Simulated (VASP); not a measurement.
Given:

```
CELL_PARAMETERS angstrom
      0.00000     2.83905     2.83905
      2.83905     0.00000     2.83905
      2.83905     2.83905     0.00000
ATOMIC_POSITIONS crystal
  Zn 0.00000 0.00000 0.00000
  Se 0.25000 0.25000 0.25000
```

Level of theory: PW91 GGA, VASP's PBE PAW potentials (set 64) (plane waves; VASP 6.6.1). Run with 520 eV cut-off, 8×8×8 Γ-centred mesh, Gaussian smearing of 0.050 eV, potentials Zn Se.

Q: Predict the energy per atom (σ→0), pressure, band gap (on the k-mesh) with the smallest direct gap where there is one.

A: 
```yaml
band gap (on the k-mesh): 1.26 eV
smallest direct gap (on the k-mesh): 1.26 eV
energy per atom (σ→0): -3.035 eV/atom
pressure: 1.89 GPa
```

Only differences to runs with the same potentials and settings are physical.

The compound is ZnSe in the zinc blende structure. This cell is one point of a volume scan, at 0.97 of the reference volume.
